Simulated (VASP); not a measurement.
# Ti (space group P6/mmm): computed properties

All values below come from r2SCAN meta-GGA, VASP's PBE PAW potentials (set 64) (plane waves; VASP).

```json
{
 "space_group": "P6/mmm (191)",
 "cell": "a = b = 4.565 Å, c = 2.825 Å, α = β = 90.00°, γ = 120.00°",
 "volume_per_atom": "16.99 Å³/atom",
 "band gap (over mesh and band path)": "none (metal, semimetal or under 0.01 eV)",
 "density": "4.68 g/cm³"
}
```

```xyz
3
Lattice="4.5647 0.0000 0.0000 -2.2823 3.9531 0.0000 0.0000 0.0000 2.8245" Properties=species:S:1:pos:R:3 pbc="T T T"
Ti     0.0000     0.0000     0.0000
Ti     0.0000     2.6354     1.4123
Ti     2.2823     1.3177     1.4123
```

The structure comes from a computed database's Ti entry (P6/mmm); how it stands against other phases isn't given here. It was relaxed first. Symmetry was kept, so distortions that lower it aren't found.
